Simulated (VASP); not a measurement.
## CuI (space group Cmcm): computed properties

Level of theory: r2SCAN meta-GGA, VASP's PBE PAW potentials (set 64) (plane waves; VASP).

```yaml
space_group: Cmcm (63)
cell: a = 7.4769 Å, b = 7.3800 Å, c = 4.3046 Å, α = 90.00°, β = 90.00°, γ = 90.00°
volume_per_atom: 29.69 Å³/atom
band gap (over mesh and band path): 1.38 eV
smallest direct gap (over mesh and band path): 1.38 eV
band_edge_character: direct, Γ to Γ
density: 5.33 g/cm³
```

```cif
data_Cu2I2
_chemical_formula_sum 'Cu2 I2'
_space_group_name_H-M_alt 'P 1'
_space_group_IT_number 1
_cell_length_a 5.25282
_cell_length_b 5.25282
_cell_length_c 4.30456
_cell_angle_alpha 90.000
_cell_angle_beta 90.000
_cell_angle_gamma 89.252
loop_
_space_group_symop_operation_xyz
  'x, y, z'
loop_
_atom_site_label
_atom_site_type_symbol
_atom_site_fract_x
_atom_site_fract_y
_atom_site_fract_z
_atom_site_occupancy
Cu1 Cu 0.41803 0.58197 0.75000 1
Cu2 Cu 0.58197 0.41803 0.25000 1
I1 I 0.77139 0.22861 0.75000 1
I2 I 0.22861 0.77139 0.25000 1
```

Unless said otherwise, spin-orbit coupling is left out, though it shifts the bands of the heavy elements here.

The structure comes from a computed database's CuI entry (Cmcm); how it stands against other phases isn't given here. It was relaxed first. Symmetry was kept, so distortions that lower it aren't found.
